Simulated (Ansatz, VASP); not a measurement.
# Ag (Ag wire along [111], 13 atoms a period): VASP beside Ansatz, part 2 of 2

One calculation is typed for both programs; each brings its own data sets. How far apart do they land? Of the first pair: The structure shown is the start of the Ansatz relaxation below; VASP solves that cell, so the two are compared at the walk's first step.

VASP 6.6.1 and Ansatz 0.2.0.

So far: The starting structure; Ansatz: relaxation, PBE; VASP: single point, PBE, start cell, pair 1.

## (4) Side by side

Known differences besides the potentials themselves: the data sets hold 247 valence electrons in Ansatz (on its PAW soft_1 files) and 143 in VASP; the cutoff is 420 eV in Ansatz and 400 eV in VASP. Total energies have different zeros and are not compared.

Forces on 7 of the 13 atoms, those with the largest forces and the largest differences (eV/Å; atoms numbered as in POSCAR):

```tsv
atom	Ansatz x, y, z	VASP x, y, z
Ag1	0.616, 0.000, 0.000	0.620, 0.000, 0.000
Ag2	0.350, -0.537, -0.006	0.352, -0.542, -0.006
Ag4	-0.350, -0.537, -0.006	-0.352, -0.542, -0.006
Ag8	0.035, -0.024, 0.064	0.037, -0.025, 0.067
Ag11	0.350, 0.537, 0.006	0.352, 0.542, 0.006
Ag12	-0.350, 0.537, 0.006	-0.352, 0.542, 0.006
Ag13	-0.616, 0.000, 0.000	-0.620, 0.000, 0.000
```

The forces differ by 2.4 meV/Å r.m.s., which is 1.0 % of the r.m.s. force of 0.252 eV/Å (both taken over all components).

## (5) Ansatz: relaxation, PBE

This run makes the geometry at which the two programs are then compared. The cell compared in this pair holds 1022.15 Å³, against 1082.12 Å³ for the pair before.

The structure compared here is the end of the Ansatz relaxation.

Contents of input.yaml:

```yaml
crystal:
  lattice:
    - [12.669, 0.0, 0.0]
    - [0.0, 11.883, 0.0]
    - [0.0, 0.0, 7.1880108514]
  atoms:
    - { symbol: Ag, position: [0.268371616, 0.499987007, 0.0] }
    - { symbol: Ag, position: [0.384185537, 0.713850982, 0.0] }
    - { symbol: Ag, position: [0.499999459, 0.499987007, 0.0] }
    - { symbol: Ag, position: [0.61581338, 0.713850982, 0.0] }
    - { symbol: Ag, position: [0.384185537, 0.428699016, 0.333333333] }
    - { symbol: Ag, position: [0.499999459, 0.64256299, 0.333333333] }
    - { symbol: Ag, position: [0.61581338, 0.428699016, 0.333333333] }
    - { symbol: Ag, position: [0.384185537, 0.571274999, 0.666666667] }
    - { symbol: Ag, position: [0.499999459, 0.357411024, 0.666666667] }
    - { symbol: Ag, position: [0.61581338, 0.571274999, 0.666666667] }
    - { symbol: Ag, position: [0.384185537, 0.286123033, 0.0] }
    - { symbol: Ag, position: [0.61581338, 0.286123033, 0.0] }
    - { symbol: Ag, position: [0.731627302, 0.499987007, 0.0] }
kpoints:
  mp_grid: { grid: [1, 1, 12] }
scf:
  occupations: { method: fermi_dirac, width: 0.05 }
hamiltonian:
  xc: pbe
  pseudopotentials: { kind: paw, azcp: { folder: soft_1 } }
relax:
  cell: { fix: [a, b, alpha, beta, gamma] }
  max_steps: 45
  f_tol: 0.03
```

Started as:

```sh
$ ansatz run input.yaml --threads 4 --pin off --max-ram 16384MiB --backend cpu --events-out ev --progress --plain --runs-dir out
```

Numbers of over 12 decimals in the logs are rounded to 6 here.

What it wrote:

```text
[...]
Crystal: 13 atoms, lattice volume = 1082.124 Å³
Basis set: ecut = 420 eV, 21109 PW (Γ), exchange–correlation on 180×160×100 points (8 copies of the dense FFT grid, shifted against one another)
Bands: 149, of which v1, the nominal top of the filled ones, is band 124 counted from 1 (123 counted from 0)
Symmetry: 4 space group operations
[...]
k-points: 7 of 12
[...]
- { symbol: Ag, position: [0.5, 0.647385, 0.340017] }
    - { symbol: Ag, position: [0.618814, 0.426832, 0.340428] }
    - { symbol: Ag, position: [0.381186, 0.573142, 0.659572] }
    - { symbol: Ag, position: [0.5, 0.352589, 0.659983] }
    - { symbol: Ag, position: [0.618814, 0.573142, 0.659572] }
    - { symbol: Ag, position: [0.389106, 0.293433, 0.00182546] }
    - { symbol: Ag, position: [0.610894, 0.293433, 0.00182546] }
    - { symbol: Ag, position: [0.723071, 0.499987, 0] }
[key lines of the parts left out:]
SCF converged after 8 iterations
Free energy (F): -98668.561644 eV
Fermi energy:    0.508387 eV
P = ⅓ Tr σ = 0.0011 GPa (0.011 kbar)
```

## (6) VASP: single point, PBE, relaxed cell, pair 2

The same cell, functional, mesh and smearing now go to VASP, with its own data sets.

Contents of INCAR:

```
SYSTEM = Ag
PREC = Accurate
ENCUT = 500
EDIFF = 1E-06
NELM = 120
ISMEAR = -1
SIGMA = 0.05
LREAL = .FALSE.
ALGO = Normal
GGA = PE
NBANDS = 88
LASPH = .TRUE.
LORBIT = 11
LWAVE = .FALSE.
LCHARG = .FALSE.
ISIF = 2
GGA_COMPAT = .FALSE.
KPAR = 4
```

Contents of POSCAR:

```
Ag
1.0
   12.6690000000      0.0000000000      0.0000000000
    0.0000000000     11.8830000000      0.0000000000
    0.0000000000      0.0000000000      6.7896102198
Ag
13
Direct
    0.2769291068      0.4999870073      0.0000000000
    0.3891058687      0.7065410928      0.9981745426
    0.5000000000      0.4999870073      0.0000000000
    0.6108941313      0.7065410928      0.9981745426
    0.3811864117      0.4268324328      0.3404280254
    0.5000000000      0.6473849610      0.3400166798
    0.6188135883      0.4268324328      0.3404280254
    0.3811864117      0.5731415818      0.6595719746
    0.5000000000      0.3525890536      0.6599833202
    0.6188135883      0.5731415818      0.6595719746
    0.3891058687      0.2934329218      0.0018254574
    0.6108941313      0.2934329218      0.0018254574
    0.7230708932      0.4999870073      0.0000000000
```

Contents of KPOINTS:

```
Automatic mesh
0
Gamma
1 1 12
0 0 0
```

Potentials, in the order of the species: Ag (PBE family, release 64).

Started as:

```sh
$ mpirun -np 4 vasp_std
```

What it wrote:

```text
[... set-up lines as in an earlier step ...]
 entering main loop
       N       E                     dE             d eps       ncg     rms          rms(c)
DAV:   1     0.851314005303E+03    0.85131E+03   -0.55189E+04  1232   0.125E+03
DAV:   2     0.274454775550E+02   -0.82387E+03   -0.75790E+03  1424   0.252E+02
DAV:   3    -0.270511908720E+02   -0.54497E+02   -0.52736E+02  1384   0.602E+01
DAV:   4    -0.279995876177E+02   -0.94840E+00   -0.94679E+00  1368   0.842E+00
[...]
DAV:  17    -0.259769016064E+02   -0.67466E-04   -0.54127E-06   832   0.375E-03    0.178E-03
DAV:  18    -0.259769071507E+02   -0.55443E-05   -0.67338E-07   840   0.159E-03    0.714E-04
DAV:  19    -0.259769071874E+02   -0.36700E-07   -0.22896E-07   816   0.957E-04
   1 F= -.25976907E+02 E0= -.25943785E+02  d E =-.662453E-01
```

OUTCAR, selected parts (step 6):

```text
  Total       -0.1883955     -0.0653348     -0.3265147      0.0000000      0.0152897      0.0000000
  in kB       -0.2953030     -0.1024099     -0.5117998      0.0000000      0.0239661      0.0000000
  external PRESSURE =      -0.3031709 kB  Pullay stress =       0.0000000 kB

 POSITION                                       TOTAL-FORCE (eV/Angst)
 -----------------------------------------------------------------------------------
      3.50841      5.94135      0.00000        -0.001504      0.000000      0.000000
      4.92958      8.39583      6.77722         0.004225      0.003794     -0.002091
      6.33450      5.94135      0.00000         0.000000      0.000000      0.000000
      7.73942      8.39583      6.77722        -0.004225      0.003794     -0.002091
      4.82925      5.07205      2.31137         0.003340     -0.002604     -0.005362
      6.33450      7.69288      2.30858         0.000000      0.003631     -0.005424
      7.83975      5.07205      2.31137        -0.003340     -0.002604     -0.005362
      4.82925      6.81064      4.47824         0.003340      0.002604      0.005362
      6.33450      4.18982      4.48103         0.000000     -0.003631      0.005424
      7.83975      6.81064      4.47824        -0.003340      0.002604      0.005362
      4.92958      3.48686      0.01239         0.004225     -0.003794      0.002091
      7.73942      3.48686      0.01239        -0.004225     -0.003794      0.002091
      9.16059      5.94135      0.00000         0.001504      0.000000      0.000000
 -----------------------------------------------------------------------------------
    total drift:                               -0.000000     -0.000003      0.000000

  FREE ENERGIE OF THE ION-ELECTRON SYSTEM (eV)
  ---------------------------------------------------
  free  energy   TOTEN  =       -25.9769071874 eV

  energy  without entropy=      -25.9106619336  energy(sigma->0) =      -25.94378456

[... 1 part as in an earlier step ...]

[... 2 further parts left out ...]
[key lines of the parts left out:]
E-fermi :  -1.4031
```

## (7) Differences

What differs besides the data sets and the points named for the pairs above, as far as they apply: the data sets hold 247 valence electrons in Ansatz (on its PAW soft_1 files) and 143 in VASP; the cutoff is 420 eV in Ansatz and 500 eV in VASP; Ansatz's pressure holds a Pulay correction, VASP's none. Total energies have different zeros and are not compared.

Both answers:

```tsv
quantity	Ansatz	VASP	difference
pressure (GPa)	0.00	-0.03	+0.03
```

At this near-relaxed geometry the largest component of a force difference is 13 meV/Å.

## (8) Results

```yaml
r_m_s_force_difference_single_point_pbe_start_cell_pair_1: 0.96 % of the r.m.s. force
difference_in_pressure_single_point_pbe_relaxed_cell_pair_2: 0.031 GPa
```

**Reading.** The r.m.s. force difference is 0.96 % of the r.m.s. force (single point, PBE, start cell, pair 1), within the 3 % picked in this series as the mark of a large difference. The data sets hold unlike numbers of valence electrons (247 in Ansatz and 143 in VASP), so part of the differences comes from the potentials. How closely two codes agree says nothing of how well the functional describes the real material.

[Lines on the potential files, build, host, timing and source positions are cut from VASP's logs without a mark.]

[Logs are printed without paths, hosts, clocks, repeated set-up lines and the standing remarks that a program may print on its own settings, such as how far it seeks lower states.]

[Hosts, paths, dates, database ids (printed as entryN), source tags and the programs' standing remarks are cut or masked in the printed files.]
